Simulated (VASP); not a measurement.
Computed with HSE06 screened hybrid, VASP's PBE PAW potentials (set 64) (plane waves; VASP 6.6.1).

VASP input:

**POSCAR**
```
GaAs
1
    0.0000000000     2.7850097698     2.7850097698
    2.7850097698     0.0000000000     2.7850097698
    2.7850097698     2.7850097698     0.0000000000
Ga As
1 1
Direct
  0.0000000000   0.0000000000   0.0000000000
  0.2500000000   0.2500000000   0.2500000000
```

KPOINTS:
```
kpoints
0
G
  6 6 6
```

**INCAR**
```
AEXX = 0.25
ALGO = Normal
EDIFF = 1E-6
ENCUT = 520
GGA = PE
HFSCREEN = 0.2
ISIF = 2
ISMEAR = 0
ISYM = 3
LASPH = .TRUE.
LCHARG = .FALSE.
LHFCALC = .TRUE.
LMAXMIX = 4
LREAL = .FALSE.
LWAVE = .FALSE.
NELM = 60
PREC = Accurate
PRECFOCK = Fast
SIGMA = 0.05
SYSTEM = GaAs
```

POTCAR, in this order: Ga_d As (PBE.64 set). Program: vasp_std. Read from the step before: WAVECAR.

What does the run give for the energy per atom (σ→0), pressure, band gap (on the k-mesh)?

The energy per atom (σ→0) is -4.920 eV/atom and the band gap (on the k-mesh) is 1.82 eV. The pressure comes out as 4.78 GPa.

File OSZICAR:
```
...
DAV:   4    -0.984111247699E+01    0.46533E-03   -0.85919E-04   527   0.363E-01    0.505E-01
DAV:   5    -0.984097316405E+01    0.13931E-03   -0.13860E-04   456   0.109E-01    0.291E-01
DAV:   6    -0.984093491815E+01    0.38246E-04   -0.30393E-05   491   0.508E-02    0.166E-01
DAV:   7    -0.984092219061E+01    0.12728E-04   -0.54564E-06   456   0.233E-02    0.936E-02
DAV:   8    -0.984091743684E+01    0.47538E-05   -0.14845E-06   448   0.115E-02    0.521E-02
DAV:   9    -0.984091574107E+01    0.16958E-05   -0.53069E-07   241   0.600E-03    0.292E-02
DAV:  10    -0.984091516654E+01    0.57453E-06   -0.29508E-07   218   0.461E-03
   1 F= -.98409152E+01 E0= -.98409152E+01  d E =-.212720E-12
```

The compound is GaAs in the zinc blende structure. This cell is one point of a volume scan, at 0.91 of the reference volume. The cell's shape comes from a PBE relaxation.
